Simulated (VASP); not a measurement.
Level of theory: PBE GGA + U (Dudarev), VASP's PBE PAW potentials (set 64) (plane waves; VASP 6.6.1).

A VASP calculation is set up with these files.

### POSCAR
```
CuAu
1
    2.7374660000     0.0000000000     0.0000000000
    0.0000000000     2.8607460000     0.0000000000
    0.0000000000     0.0000000000     3.6087280000
Cu Au
1 1
Direct
  0.0000000000   0.0000000000   0.0000000000
  0.5128910000   0.5000000000   0.5000000000
```

### INCAR
```
ALGO=Normal
EDIFF=1E-6
ENCUT=400
GGA=PE
ISIF=2
ISMEAR=1
LASPH=.True.
LCHARG=.False.
LDAU=.True.
LDAUJ=0 0
LDAUL=2 -1
LDAUPRINT=1
LDAUTYPE=2
LDAUU=3.0 0
LMAXMIX=6
LORBIT=10
LREAL=.False.
LWAVE=.False.
NELM=100
PREC=Accurate
SIGMA=0.1
SYSTEM=CuAu
```

File KPOINTS:
```
K-points
0
Gamma
12 11 9
```

POTCAR, in this order: Cu Au (PBE.64 set). Program: vasp_std.

The run wrote:

### OSZICAR
```
       N       E                     dE             d eps       ncg     rms          rms(c)
DAV:   1     0.117093505432E+03    0.11709E+03   -0.98924E+03  6604   0.176E+03
DAV:   2    -0.289691004917E+01   -0.11999E+03   -0.11438E+03  6447   0.303E+02
DAV:   3    -0.674836074659E+01   -0.38515E+01   -0.38274E+01  7966   0.662E+01
DAV:   4    -0.678551568795E+01   -0.37155E-01   -0.37150E-01  7085   0.549E+00
DAV:   5    -0.678666970107E+01   -0.11540E-02   -0.11540E-02  9612   0.108E+00    0.103E+01
DAV:   6    -0.607879310478E+01    0.70788E+00   -0.27070E+00  7500   0.331E+01    0.558E+00
DAV:   7    -0.606487253164E+01    0.13921E-01   -0.55890E-01  8186   0.335E+01    0.457E+00
DAV:   8    -0.602486719714E+01    0.40005E-01   -0.18453E-01  7344   0.167E+01    0.234E+00
DAV:   9    -0.602065662875E+01    0.42106E-02   -0.74429E-03  8150   0.115E+00    0.132E-01
DAV:  10    -0.602061763346E+01    0.38995E-04   -0.30887E-04  9411   0.533E-01    0.447E-02
DAV:  11    -0.602062274701E+01   -0.51136E-05   -0.26452E-05  7948   0.607E-02    0.724E-03
DAV:  12    -0.602062194283E+01    0.80418E-06   -0.11127E-06  4921   0.387E-02
   1 F= -.60206219E+01 E0= -.60206064E+01  d E =-.466862E-04
```

**OUTCAR**
```
------------------------ aborting loop because EDIFF is reached ----------------------------------------
  FORCE on cell =-STRESS in cart. coord.  units (eV):
  Direction    XX          YY          ZZ          XY          YZ          ZX
  --------------------------------------------------------------------------------------
  Total        1.8646037      1.3175590      1.4507839      0.0000000      0.0000000      0.0000000
  in kB      105.7097226     74.6961947     82.2490964      0.0000000      0.0000000      0.0000000
  external PRESSURE =      87.5516712 kB  Pullay stress =       0.0000000 kB
  volume of cell :       28.26
      direct lattice vectors                 reciprocal lattice vectors
     2.737466000  0.000000000  0.000000000     0.365301341  0.000000000  0.000000000
     0.000000000  2.860746000  0.000000000     0.000000000  0.349559171  0.000000000
     0.000000000  0.000000000  3.608728000     0.000000000  0.000000000  0.277105950
 POSITION                                       TOTAL-FORCE (eV/Angst)
 -----------------------------------------------------------------------------------
      0.00000      0.00000      0.00000         0.132682      0.000000      0.000000
      1.40402      1.43037      1.80436        -0.132682      0.000000      0.000000
 -----------------------------------------------------------------------------------
    total drift:                                0.000122      0.000000     -0.000000
  FREE ENERGIE OF THE ION-ELECTRON SYSTEM (eV)
  ---------------------------------------------------
  free  energy   TOTEN  =        -6.0206219428 eV

  energy  without entropy=       -6.0205752566  energy(sigma->0) =       -6.02060638

 total charge

# of ion       s       p       d       tot
------------------------------------------
    1        0.379   0.322   9.330  10.031
    2        0.621   0.434   8.706   9.761
--------------------------------------------------
tot          1.001   0.756  18.035  19.792
```
(Selected blocks of OUTCAR.)

The compound is CuAu in the L1_0 structure. The cell was not relaxed at this level, atoms are displaced from their ideal sites. The run is one of a series of settings (LDAU = .TRUE., LDAUJ = 0 0, LDAUL = 2 -1, LDAUTYPE = 2, LDAUU = 3.0 0 against the base run), some of them coarse on purpose.
